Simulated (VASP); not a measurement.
Given:

```
TiTe2
1.0
    3.98894     0.00000     0.00000
   -1.99447     3.45452     0.00000
    0.00000     0.00000    17.17063
Ti Te
1 2
Cartesian
  0.00000   0.00000   8.58531
  0.00000   2.30301  10.17063
  1.99447   1.15151   7.00000
```

Level of theory: PBE GGA, VASP's PBE PAW potentials (set 64) (plane waves; VASP). Settings: 300 eV cut-off, 7×7×1 Γ-centred mesh, Gaussian smearing of 0.050 eV, potentials Ti_sv Te.

The cell holds a wide vacuum, so values per volume refer to the whole cell. Unless said otherwise, spin-orbit coupling is left out, though it shifts the bands of the heavy elements here.

Q: Estimate the energy per atom (σ→0), largest force, band gap (on the k-mesh) with the smallest direct gap where there is one.

A: 
| Quantity | Result |
|---|---|
| band gap (on the k-mesh) | none (metal, semimetal or under 0.01 eV) |
| energy per atom (σ→0) | -515.0 kJ/mol of atoms |
| largest force | 0.416 eV/Å |

The cell is a sheet with vacuum, built from a generated structure.
